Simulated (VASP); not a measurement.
A run of VASP 6.6.1 is set up as follows.

The input INCAR:

```
SYSTEM = Sb2TeO2
PREC = Normal
ENCUT = 520
EDIFF = 1E-4
ISMEAR = 0
SIGMA = 0.15
LREAL = .FALSE.
LASPH = .TRUE.
NELM = 60
ALGO = Fast
ISIF = 3
LWAVE = .FALSE.
LCHARG = .FALSE.
GGA = PE
IBRION = 2
NSW = 24
EDIFFG = -0.08
KPAR = 2
```

File KPOINTS:

```
regular mesh
0
G
  5 5 5
  0 0 0
```

Contents of POSCAR:

```
Sb2TeO2
1.0
   -2.0000000000      2.0000000000      6.7000000000
    2.0000000000     -2.0000000000      6.7000000000
    2.0000000000      2.0000000000     -6.7000000000
Sb Te O
2 1 2
Direct
    0.3550000000      0.3550000000      0.0000000000
    0.6450000000      0.6450000000      0.0000000000
    0.0000000000      0.0000000000      0.0000000000
    0.7500000000      0.2500000000      0.5000000000
    0.2500000000      0.7500000000      0.5000000000
```

Potentials or basis: VASP PAW PBE potentials, release 64 (Sb, Te, O).

Run with:

```console
$ cat potpaw_PBE.64/Sb/POTCAR potpaw_PBE.64/Te/POTCAR potpaw_PBE.64/O/POTCAR > POTCAR
$ mpirun -np 2 vasp_std > vasp.out
```

Task: Predict the band gap on the k mesh.

Result: None (metal or under the smearing width).

Task: What does it give for the relaxed volume?

Result: 18.97 Å³/atom.

Task: What does it give for the relaxed cell?

Result: a = 6.829 Å, b = 6.829 Å, c = 6.829 Å, α = 146.85°, β = 146.85°, γ = 47.58°.

Task: Predict the space group after relaxing (to 0.05 Å).

Result: I4/mmm (No. 139).

Step by step:
| step | energy change (eV) | largest force (eV/Å) | pressure (GPa) | volume (Å³) |
| --- | --- | --- | --- | --- |
| 1 | 0.0000 | 2.5243 | -10.65 | 107.20 |
| 2 | -0.4993 | 1.1455 | 11.29 | 86.55 |
| 3 | -0.7600 | 0.5163 | 0.76 | 93.35 |
| 4 | -0.7602 | 0.4566 | 1.09 | 93.07 |
| 5 | -0.7598 | 0.4006 | 1.44 | 92.80 |
| 6 | -0.7892 | 0.0808 | 0.81 | 94.10 |
| 7 | -0.7932 | 0.1082 | 0.25 | 95.01 |
| 8 | -0.7934 | 0.0789 | 0.22 | 94.87 |

Caveat: the k mesh is coarse (spacing up to 0.44 Å⁻¹), so the values aren't converged; the relaxation stopped at a loose force limit of 0.08 eV/Å, so its end isn't a converged minimum. Spin-orbit coupling is left out, which matters for the levels of Sb, Te.
